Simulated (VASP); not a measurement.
AlN:

```
Al N
1.0
     3.11300    0.00000    0.00000
    -1.55650    2.69594    0.00000
     0.00000    0.00000    4.98100
Al N
2 2
Cartesian
  0.0000 1.7973 0.0000
  1.5565 0.8986 2.4905
  0.0000 1.7973 1.8928
  1.5565 0.8986 4.3833
```

| Property | Result |
| --- | --- |
| Program | VASP 6.6.1 |
| Task | relaxation of cell and atoms |
| Functional | PBE |
| Potentials or basis | VASP PAW PBE potentials, release 64 (Al, N) |
| Cutoff | 520 eV |
| k mesh | 12 × 12 × 6 |
| Occupations | gaussian, width 0.02 eV |
| Spin | no spin polarisation |

At the start: pressure 3.5 GPa; volume 10.45 Å³/atom.

Q: How do energy, volume and symmetry change on relaxing?

A: Over 8 steps the energy falls by 2.2 meV/atom and the volume is 10.63 Å³/atom (+1.7 %); space group P6_3mc (No. 186, to 0.05 Å).

The path:
```csv
step,energy change (eV),largest force (eV/Å),pressure (GPa),volume (Å³)
1,0.0000,0.1289,3.46,41.80
2,-0.0019,0.0913,-2.90,43.18
3,-0.0088,0.0034,0.00,42.52
4,-0.0088,0.0059,0.07,42.51
5,-0.0088,0.0066,0.05,42.51
6,-0.0088,0.0070,0.04,42.51
7,-0.0088,0.0022,-0.02,42.53
8,-0.0088,0.0007,0.00,42.52
```

Final structure:
```xyz
4
Lattice="3.1286 0.0000 0.0000 -1.5643 2.7094 0.0000 0.0000 0.0000 5.0165" Properties=species:S:1:pos:R:3 pbc="T T T"
Al    0.0000    1.8063    5.0127
Al    1.5643    0.9031    2.5045
N     0.0000    1.8063    1.9100
N     1.5643    0.9031    4.4182
```
